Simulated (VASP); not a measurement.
## MnAs: single point with PBEsol

The system is MnAs.

```xyz
4
Lattice="3.7172 0.0000 0.0000 -1.8586 3.2192 0.0000 0.0000 0.0000 5.7044" Properties=species:S:1:pos:R:3 pbc="T T T"
Mn    0.0000    0.0000    0.0000
Mn    0.0000    0.0000    2.8522
As    0.0000    2.1461    1.4261
As    1.8586    1.0731    4.2783
```

```yaml
Program: VASP 6.6.1
Task: single point
Functional: PBEsol
Potentials_or_basis: VASP PAW PBE potentials, release 64 (Mn_pv, As)
Cutoff: 520 eV
k_mesh: 14 × 14 × 8
Occupations: gaussian, width 0.05 eV
Spin: collinear spin, typed start
Starting_moments: "[3.5, -3.5, 0.0, 0.0] μB"
Dipole_correction: no
Further_INCAR_settings: ALGO = Normal; EDIFF = 1e-07; NBANDS = 30
```

```json
{"Pressure": "-10.8 GPa", "Band gap on the k mesh": "none (metal or under the smearing width)", "Net moment": "0.00 μB per cell", "Site moments": "Mn +3.03, -3.03; As +0.00 μB", "Valence electrons inside the program's atomic spheres": "Mn 11.58; As 2.77"}
```

Stress tensor (GPa, compression positive):
```
-11.14   0.00   0.00
  0.00 -11.14   0.00
  0.00   0.00 -10.20
```

Levels at points of the mesh, in eV from the Fermi level:
Spin up:
```csv
k point,band 15,band 16,band 17,band 18,band 19,band 20,band 21,band 22
"(0.00, 0.00, 0.00)",-0.82,-0.82,0.69,0.69,0.72,0.72,1.53,1.58
"(0.50, 0.00, 0.00)",-1.95,-1.87,-1.68,-0.63,-0.30,1.05,1.14,1.26
"(0.00, 0.00, 0.50)",-1.81,-1.81,-1.00,0.47,0.47,0.92,2.22,2.22
"(0.50, 0.00, 0.50)",-2.19,-1.95,-1.71,0.01,0.77,1.06,1.19,1.54
```
Spin down:
```csv
k point,band 16,band 17,band 18,band 19,band 20,band 21
"(0.00, 0.00, 0.00)",-0.82,0.69,0.69,0.72,0.72,1.53
"(0.50, 0.00, 0.00)",-1.87,-1.68,-0.63,-0.30,1.05,1.14
"(0.00, 0.00, 0.50)",-1.81,-1.00,0.47,0.47,0.92,2.22
"(0.50, 0.00, 0.50)",-1.95,-1.71,0.01,0.77,1.06,1.19
```

It took 11 min on 1 thread of AMD EPYC 7R13 Processor (Zen 3), on a shared host, peak memory 0.41 GiB.

Caveat: the PAW data sets were made with another functional, which shifts forces and pressure a little.
